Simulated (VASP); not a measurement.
Computed with PBEsol GGA, VASP's PBE PAW potentials (set 64) (plane waves; VASP 6.6.1).

A VASP calculation is set up with these files.

File KPOINTS:
```
Automatic mesh
0
Gamma
10 10 10
0 0 0
```

POSCAR:
```
Bi
1
    4.0941311410    -2.2842819452    -0.0158626593
    4.0941311410     2.2842819452    -0.0158626593
    2.8590103799     0.0000000000     3.7388211074
Bi
2
Direct
  0.2366323659   0.2366323659   0.2366323659
  0.7633676341   0.7633676341   0.7633676341
```

**INCAR**
```
ALGO=Normal   # blocked Davidson
LWAVE=F
LCHARG=F
LREAL=F
ISMEAR=1   # Methfessel-Paxton
LASPH=T   # aspherical one-centre terms
SIGMA=0.1   # width (eV)
NELM=100   # most electronic steps
GGA=PS   # PBEsol
LMAXMIX=4   # l cut-off of mixed one-centre charges
PREC=Accurate
ENCUT=480
ISIF=2
EDIFF=1E-7
SYSTEM=Bi
```

POTCAR, in this order: Bi_d (PBE.64 set). Program: vasp_std.

Output

**OUTCAR**
```
 ion  position               nearest neighbor table
   1  0.237  0.237  0.237-   2 3.09   2 3.10   2 3.10   2 3.46   2 3.47   2 3.47
   2  0.763  0.763  0.763-   1 3.09   1 3.10   1 3.10   1 3.46   1 3.47   1 3.47
  LATTYP: Found a base centered monoclinic cell.
 ALAT       =     7.9052320605
 B/A-ratio  =     0.5779164806
 C/A-ratio  =     0.5953864428
 COS(beta)  =    -0.5647744968
 Subroutine PRICEL returns:
 Original cell was already a primitive cell.
 Subroutine GETGRP returns: Found  4 space group operations
The static configuration has the point symmetry C_2h.
The dynamic configuration has the point symmetry C_2h.
 Subroutine INISYM returns: Found  4 space group operations
 Subroutine IBZKPT returns following result:
 Found    282 irreducible k-points:

 Following reciprocal coordinates:
            Coordinates               Weight
  0.000000  0.000000  0.000000      1.000000
  0.100000 -0.000000 -0.000000      4.000000
  0.200000 -0.000000 -0.000000      4.000000
  0.300000 -0.000000 -0.000000      4.000000
  0.400000 -0.000000 -0.000000      4.000000
  0.500000  0.000000  0.000000      2.000000
...
```

### OSZICAR
```
       N       E                     dE             d eps       ncg     rms          rms(c)
DAV:   1     0.287405240996E+03    0.28741E+03   -0.16056E+04 10727   0.181E+03
DAV:   2     0.146239684832E+02   -0.27278E+03   -0.26857E+03 10758   0.444E+02
DAV:   3    -0.780055797650E+01   -0.22425E+02   -0.22024E+02 12397   0.152E+02
DAV:   4    -0.857958259313E+01   -0.77902E+00   -0.77745E+00 11993   0.309E+01
DAV:   5    -0.861894590105E+01   -0.39363E-01   -0.39362E-01 14413   0.622E+00    0.103E+00
DAV:   6    -0.860844683676E+01    0.10499E-01   -0.24093E-02 12807   0.186E+00    0.599E-01
DAV:   7    -0.860448070037E+01    0.39661E-02   -0.14794E-02 12996   0.157E+00    0.122E-01
DAV:   8    -0.860443437146E+01    0.46329E-04   -0.16290E-03 11774   0.550E-01    0.162E-02
DAV:   9    -0.860443881075E+01   -0.44393E-05   -0.76032E-05 14858   0.914E-02    0.860E-03
DAV:  10    -0.860443831401E+01    0.49674E-06   -0.42661E-06 12620   0.185E-02    0.158E-03
DAV:  11    -0.860443843418E+01   -0.12017E-06   -0.34545E-07  9361   0.529E-03    0.727E-04
DAV:  12    -0.860443837735E+01    0.56833E-07   -0.81763E-08  6231   0.383E-03
   1 F= -.86044384E+01 E0= -.86045218E+01  d E =0.250273E-03
```

File OUTCAR:
```
------------------------ aborting loop because EDIFF is reached ----------------------------------------
  FORCE on cell =-STRESS in cart. coord.  units (eV):
  Direction    XX          YY          ZZ          XY          YZ          ZX
  --------------------------------------------------------------------------------------
  Total       -0.2597240     -0.5410628     -0.4689499      0.0000000      0.0000000     -0.0840693
  in kB       -5.9328281    -12.3593971    -10.7121366      0.0000000      0.0000000     -1.9203784
  external PRESSURE =      -9.6681206 kB  Pullay stress =       0.0000000 kB
  volume of cell :       70.14
      direct lattice vectors                 reciprocal lattice vectors
     4.094131141 -2.284281945 -0.015862659     0.121765274 -0.218887165 -0.093111752
     4.094131141  2.284281945 -0.015862659     0.121765274  0.218887165 -0.093111752
     2.859010380  0.000000000  3.738821107     0.001033225  0.000000000  0.266673898
 POSITION                                       TOTAL-FORCE (eV/Angst)
 -----------------------------------------------------------------------------------
      2.61414      0.00000      0.87722        -0.044911      0.000000     -0.049647
      8.43313      0.00000      2.82988         0.044911      0.000000      0.049647
 -----------------------------------------------------------------------------------
    total drift:                                0.000000      0.000000     -0.000000
  FREE ENERGIE OF THE ION-ELECTRON SYSTEM (eV)
  ---------------------------------------------------
  free  energy   TOTEN  =        -8.6044383774 eV

  energy  without entropy=       -8.6046886508  energy(sigma->0) =       -8.60452180
```
(Selected blocks of OUTCAR.)

The compound is Bi in the a7 structure. This cell was strained or had an atom moved on purpose.
